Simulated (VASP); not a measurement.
Data:

```
CELL_PARAMETERS angstrom
      1.65877    -2.87307     0.00000
      1.65877     2.87307     0.00000
      0.00000     0.00000     5.15931
ATOMIC_POSITIONS crystal
  Sc 0.33333 0.66667 0.25000
  Sc 0.66667 0.33333 0.75000
```

Calculation: PBE GGA, VASP's PBE PAW potentials (set 64) (plane waves; VASP 6.6.1). Numerical set-up: PREC = Normal, EDIFF = 1E-5, 400 eV cut-off, 16×16×8 Γ-centred mesh, first-order Methfessel-Paxton smearing of 0.10 eV, potentials Sc_sv.

Predict the energy per atom (σ→0), band gap (on the k-mesh) with the smallest direct gap where there is one.

```json
{
 "band gap (on the k-mesh)": "none (metal, semimetal or under 0.01 eV)",
 "energy per atom (σ→0)": "-6.248 eV/atom"
}
```

The compound is Sc in the hcp structure. It was relaxed first.
